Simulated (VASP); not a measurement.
For cubic BeS (zinc blende), PBE GGA, VASP's PBE PAW potentials (set 64) in VASP gives ε∞ = 5.27, a static ε₀ = 7.34 and a transverse optical mode at 556 cm⁻¹.

Problem. Estimate the longitudinal optical frequency at Γ.

Solution. By the Lyddane-Sachs-Teller relation, ω_LO = ω_TO √(ε₀/ε∞) = 556 × √(7.34/5.27) = 656 cm⁻¹.

The compound is BeS in the zinc blende structure. It was relaxed first.
